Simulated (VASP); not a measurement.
Energy against volume of CaF2 (fluorite). Level of theory: optB88-vdW, VASP's PBE PAW potentials (set 64) (plane waves; VASP). Settings: 520 eV cut-off, 7×7×7 Γ-centred mesh, Gaussian smearing of 0.050 eV, potentials Ca_sv F.

```
V (Å³/atom)  E (eV/atom)
-----------  -----------
12.790          -3.84337
13.198          -3.85542
13.606          -3.85960
14.014          -3.85711
```

Fit these four points and predict the energy of the run at 14.422 Å³/atom.

A cubic in V^(−2/3), the third-order Birch-Murnaghan form, passes through the four points with V0 = 13.65 Å³/atom and B0 = 86 GPa, and gives -3.8490 eV/atom there. The run gave -3.8490 eV/atom, -0.1 meV/atom from the fit; all five points give B0 = 86 GPa.

The compound is CaF2 in the fluorite structure. It was relaxed first.
